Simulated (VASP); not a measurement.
GeSb2Te4:

```xyz
7
Lattice="3.2743 1.8904 6.2230 -3.2743 1.8904 6.2230 0.0000 -3.7808 6.2230" Properties=species:S:1:pos:R:3 pbc="T T T"
Ge    0.0000    0.0000    0.0000
Sb    0.0000    0.0000   12.8342
Sb    0.0000    0.0000    5.8350
Te    0.0000   -1.8904    3.1115
Te    1.6372    0.9452    3.1115
Te   -1.6372    0.9452    3.1115
Te    0.0000    0.0000    9.3346
```

The cell was built by a generator and needn't be a form met in nature.

- Program: VASP 6.6.1
- Task: relaxation of cell and atoms
- Functional: PBE
- Potentials or basis: VASP PAW PBE potentials, release 64 (Ge_d, Sb, Te)
- Cutoff: 520 eV
- k mesh: 3 × 3 × 3
- Occupations: gaussian, width 0.15 eV
- Spin: no spin polarisation

At the start: pressure -3.8 GPa; volume 33.02 Å³/atom.

Problem. Where does the relaxation end?

Solution. Over 8 steps the energy falls by 61.8 meV/atom and the volume is 29.76 Å³/atom (-9.9 %); space group R-3m (No. 166, to 0.05 Å).

The path:
```
step  energy change (eV)  largest force (eV/Å)  pressure (GPa)  volume (Å³)
   1              0.0000                0.1476           -3.76       231.12
   2             -0.3040                0.5579            0.62       206.14
   3             -0.3068                0.5228           -0.03       207.98
   4             -0.3064                0.5357            0.57       207.35
   5             -0.3536                0.4665            0.41       206.21
   6             -0.4096                0.1232            1.12       202.57
   7             -0.4239                0.0978           -0.84       211.59
   8             -0.4323                0.0211            0.32       208.33
```

Final structure:
```yaml
crystal:
  lattice:
    - [3.25794, 1.88097, 5.66590]
    - [-3.25794, 1.88097, 5.66590]
    - [0.00000, -3.76195, 5.66590]
  atoms:
    - { symbol: Ge, position: [0.00000, 0.00000, 0.00000] }
    - { symbol: Sb, position: [0.68015, 0.68015, 0.68015] }
    - { symbol: Sb, position: [0.31985, 0.31985, 0.31985] }
    - { symbol: Te, position: [0.00000, 0.00000, 0.50000] }
    - { symbol: Te, position: [0.50000, 0.00000, 0.00000] }
    - { symbol: Te, position: [0.00000, 0.50000, 0.00000] }
    - { symbol: Te, position: [0.50000, 0.50000, 0.50000] }
```

Caveat: the k mesh is coarse (spacing up to 0.39 Å⁻¹), so the values aren't converged.
